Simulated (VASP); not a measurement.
An input for Quantum ESPRESSO's pw.x (written as the equivalent of a VASP run, and not itself run):

```
&CONTROL
  calculation = 'vc-relax'
  pseudo_dir = './pseudo'
  outdir = './out'
  tprnfor = .true.
  tstress = .true.
  nstep = 60
  forc_conv_thr = 0.00078
/
&SYSTEM
  ibrav = 0
  nat = 4
  ntyp = 2
  ecutwfc = 98
  occupations = 'smearing'
  smearing = 'methfessel-paxton'
  degauss = 0.00735
  input_dft = 'pz'
/
&ELECTRONS
  conv_thr = 7.3e-08
  electron_maxstep = 100
/
&IONS
/
&CELL
/
ATOMIC_SPECIES
  Ni 58.693 Ni.upf
  Ge 72.630 Ge.upf
CELL_PARAMETERS angstrom
     3.4894299   -0.0000000    0.0000000
    -0.0000000    3.4894299    0.0000000
    -0.0000000   -0.0000000    3.4894299
ATOMIC_POSITIONS crystal
  Ni   0.5000000  0.0000000  0.5000000
  Ni   0.0000000  0.5000000  0.5000000
  Ni   0.5000000  0.5000000  0.0000000
  Ge   0.0000000  0.0000000  0.0000000
K_POINTS automatic
  8 8 8 0 0 0
```

Question: Translate this input to VASP (INCAR, KPOINTS, POSCAR, choice of POTCAR).

Answer: One answer among several that fit: 
**KPOINTS**
```
Automatic mesh
0
Gamma
8 8 8
0 0 0
```

File POSCAR:
```
Ni3Ge
1.0
  3.4894298500   0.0000000000   0.0000000000
  0.0000000000   3.4894298500   0.0000000000
  0.0000000000   0.0000000000   3.4894298500
Ni Ge
3 1
Cart
  1.7447149250   0.0000000000   1.7447149250
  0.0000000000   1.7447149250   1.7447149250
  1.7447149250   1.7447149250   0.0000000000
  0.0000000000   0.0000000000   0.0000000000
```

### INCAR
```
! general
SYSTEM   =  Ni3Ge
PREC     =  Accurate
ENCUT    =  400   ! plane-wave cut-off (eV)
LREAL    =  .FALSE.
LASPH    =  .TRUE.

! electronic loop
EDIFF    =  1E-6   ! SCF stop (eV)
NELM     =  100   ! most electronic steps
ALGO     =  Normal   ! blocked Davidson
LMAXMIX  =  4   ! l cut-off of mixed one-centre charges

! smearing
ISMEAR   =  1   ! Methfessel-Paxton
SIGMA    =  0.1   ! width (eV)

! ions
IBRION   =  2
NSW      =  60
ISIF     =  3
EDIFFG   =  -0.02   ! ionic stop

! output
LWAVE    =  .FALSE.
LCHARG   =  .FALSE.
```

POTCAR, in this order: Ni Ge_d (LDA.64 set). Program: vasp_std.

Limits of the translation: the potentials are each code's own (VASP's PAW set, PseudoDojo norm-conserving files in pw.x), so ENCUT and ecutwfc are chosen apart and not converted; conv_thr bounds pw.x's estimated SCF error, while EDIFF bounds the energy change between steps; forc_conv_thr acts on force components and is met together with etot_conv_thr.

The structure comes from a computed database's Ni3Ge entry (Pm-3m); how it stands against other phases isn't given here. It was relaxed first. The start is the result of an earlier pass.
